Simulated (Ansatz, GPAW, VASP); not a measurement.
## GaGe: 5 runs at one level of theory

```
CELL_PARAMETERS angstrom
0.00000 2.89784 2.89784
2.89784 0.00000 2.89784
2.89784 2.89784 0.00000
ATOMIC_POSITIONS crystal
Ge 0.00000 0.00000 0.00000
Ga 0.25000 0.25000 0.25000
```

The cell comes from a database or a generator and needn't be the stable form of this composition.

Alike in all runs: task equation of state; functional PBE; k mesh 8 × 8 × 8; occupations fermi-dirac, width 0.05 eV; no spin polarisation; no spin-orbit coupling.

| program and potentials | plane-wave cutoff (eV) | notes | equilibrium volume (Å³/atom) | bulk modulus (GPa) |
| --- | --- | --- | --- | --- |
| Ansatz, Ansatz PAW | 420 | - | 24.45 | 48.4 |
| Ansatz, all-electron LAPW, scalar-relativistic | - | - | 24.45 | 48.4 |
| VASP, PBE PAW files Ga_d, Ge_d, 520 eV | 520 | - | 24.48 | 48.2 |
| GPAW, GPAW PAW data sets (gpaw-data 1.2.1) | 600 | - | 24.73 | 49.0 |
| Ansatz, Ansatz PAW (earlier soft set) | 420 | - | 24.45 | 48.4 |

The equilibrium volume spans 24.45 (Ansatz, Ansatz PAW) to 24.73 Å³/atom (GPAW, GPAW PAW data sets (gpaw-data 1.2.1)), with all-electron results at 24.45. The bulk modulus spans 48.2 (VASP, PBE PAW files Ga_d, Ge_d, 520 eV) to 49.0 GPa (GPAW, GPAW PAW data sets (gpaw-data 1.2.1)), with all-electron results at 48.4.

The functional is the same throughout but for its coding, so the spread measures potentials, basis and numerics; runs on potential files found faulty are left out.
